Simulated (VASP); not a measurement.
An input for Quantum ESPRESSO's pw.x (written as the equivalent of a VASP run, and not itself run):

```
&CONTROL
  calculation = 'vc-relax'
  pseudo_dir = './pseudo'
  outdir = './out'
  tprnfor = .true.
  tstress = .true.
  nstep = 60
  forc_conv_thr = 0.00039
/
&SYSTEM
  ibrav = 0
  nat = 2
  ntyp = 1
  ecutwfc = 72
  occupations = 'smearing'
  smearing = 'methfessel-paxton'
  degauss = 0.00735
  input_dft = 'vdw-df-obk8'
/
&ELECTRONS
  conv_thr = 7.3e-08
  electron_maxstep = 100
/
&IONS
/
&CELL
/
ATOMIC_SPECIES
  Re 186.207 Re.upf
CELL_PARAMETERS angstrom
     1.3897452   -2.4071092   -0.0000000
     1.3897452    2.4071092    0.0000000
     0.0000000    0.0000000    4.4920983
ATOMIC_POSITIONS crystal
  Re   0.3333330  0.6666670  0.2500000
  Re   0.6666670  0.3333330  0.7500000
K_POINTS automatic
  14 14 7 0 0 0
```

### Question
Write the VASP files for the same calculation (optB88-vdW).

### Answer
One answer among several that fit: 
INCAR:
```
SYSTEM = Re
PREC = Accurate
ENCUT = 520
EDIFF = 1E-6
NELM = 100
ALGO = Normal
LREAL = .FALSE.
LASPH = .TRUE.
ISMEAR = 1
SIGMA = 0.1
GGA = BO
PARAM1 = 0.1833333333
PARAM2 = 0.22
LUSE_VDW = .TRUE.
AGGAC = 0.0
LMAXMIX = 6
LWAVE = .FALSE.
LCHARG = .FALSE.
IBRION = 2
ISIF = 3
NSW = 60
EDIFFG = -0.01
```

### POSCAR
```
Re
1
    1.3897452391    -2.4071092469    -0.0000000000
    1.3897452391     2.4071092469     0.0000000000
    0.0000000000     0.0000000000     4.4920982923
Re
2
Direct
  0.3333330000   0.6666670000   0.2500000000
  0.6666670000   0.3333330000   0.7500000000
```

### KPOINTS
```
Automatic mesh
0
Gamma
14 14 7
0 0 0
```

POTCAR, in this order: Re (PBE.64 set). Program: vasp_std.

The two are equivalent in intent, not identical: the potentials are each code's own (VASP's PAW set, PseudoDojo norm-conserving files in pw.x), so ENCUT and ecutwfc are chosen apart and not converted; conv_thr bounds pw.x's estimated SCF error, while EDIFF bounds the energy change between steps; forc_conv_thr acts on force components and is met together with etot_conv_thr.

The compound is Re in the hcp structure. This run relaxes it. Symmetry was kept, so distortions that lower it aren't found. The start is the result of an earlier pass.
